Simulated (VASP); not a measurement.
# BaSr$_{3}$O$_{4}$ (ordered alloy cell): computed properties

Method: PBEsol GGA, VASP's PBE PAW potentials (set 64) (plane waves; VASP 6.6.1).

```json
{
  "space_group": "R-3m (166)",
  "cell": "a = b = 3.6963 Å, c = 36.3737 Å, α = β = 90.00°, γ = 120.00°",
  "volume_per_atom": "17.93 Å^3/atom",
  "band gap (over mesh and band path)": "2.59 eV",
  "smallest direct gap (over mesh and band path)": "2.61 eV",
  "band_edge_character": "indirect, Γ to F",
  "density": "5.37 g/cm³"
}
```

```cif
data_BaO4Sr3
_chemical_formula_sum 'Sr3 O4 Ba1'
_space_group_name_H-M_alt 'P 1'
_space_group_IT_number 1
_cell_length_a 3.69626
_cell_length_b 3.69626
_cell_length_c 14.82804
_cell_angle_alpha 60.096
_cell_angle_beta 60.096
_cell_angle_gamma 60.000
loop_
_space_group_symop_operation_xyz
  'x, y, z'
loop_
_atom_site_label
_atom_site_type_symbol
_atom_site_fract_x
_atom_site_fract_y
_atom_site_fract_z
_atom_site_occupancy
Sr1 Sr 0.98858 0.98858 0.00856 1
Sr2 Sr 0.00000 0.00000 0.25000 1
Sr3 Sr 0.01142 0.01142 0.49144 1
O1 O 0.49414 0.49414 0.12939 1
O2 O 0.50586 0.50586 0.37061 1
O3 O 0.51738 0.51738 0.61197 1
O4 O 0.48262 0.48262 0.88803 1
Ba1 Ba 0.00000 0.00000 0.75000 1
```

Unless said otherwise, spin-orbit coupling is left out, though it shifts the bands of the heavy elements here.

The structure was generated: BaSr3O4 was put into an ordered model structure (R-3m), which need not be its known phase. It was relaxed first. Symmetry was kept, so distortions that lower it aren't found.
